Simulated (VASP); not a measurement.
Input:

```
CELL_PARAMETERS angstrom
      3.98779     0.00000     0.00000
     -1.99389     3.45353     0.00000
      0.00000     0.00000     6.57071
ATOMIC_POSITIONS crystal
  Ga 0.33333 0.66667 0.00053
  Ga 0.66667 0.33333 0.50053
  As 0.33333 0.66667 0.37447
  As 0.66667 0.33333 0.87447
```

Level of theory: PBEsol GGA, VASP's PBE PAW potentials (set 64) (plane waves; VASP). Run with 400 eV cut-off, 7×7×4 Γ-centred mesh, Gaussian smearing of 0.050 eV, potentials Ga_d As.

What does the run give for the energy per atom (σ→0)?

```yaml
energy per atom (σ→0): -4.532 eV/atom
```

Only differences to runs with the same potentials and settings are physical.

The structure was generated: GaAs was put into the wurtzite type (P6_3mc), which need not be its known phase. It was relaxed first. The start is the result of an earlier pass.
